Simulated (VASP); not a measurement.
```
AsB
1.0
    0.00000     2.37057     2.37057
    2.37057     0.00000     2.37057
    2.37057     2.37057     0.00000
B As
1 1
Cartesian
  0.00000   0.00000   0.00000
  1.18529   1.18529   1.18529
```

Calculation: PBE GGA with D3 dispersion (zero damping), VASP's PBE PAW potentials (set 64) (plane waves; VASP). Run with 520 eV cut-off, 10×10×10 Γ-centred mesh, Gaussian smearing of 0.050 eV, potentials B As.

**Question.** Give the stress tensor in GPa (positive for a compressed cell).

**Answer.** 
```
4.40  0.00  0.00
0.00  4.40  0.00
0.00  0.00  4.40
```
The pressure is its mean diagonal, 4.40 GPa.

The compound is BAs in the zinc blende structure. This cell is one point of a volume scan, at 0.97 of the reference volume.
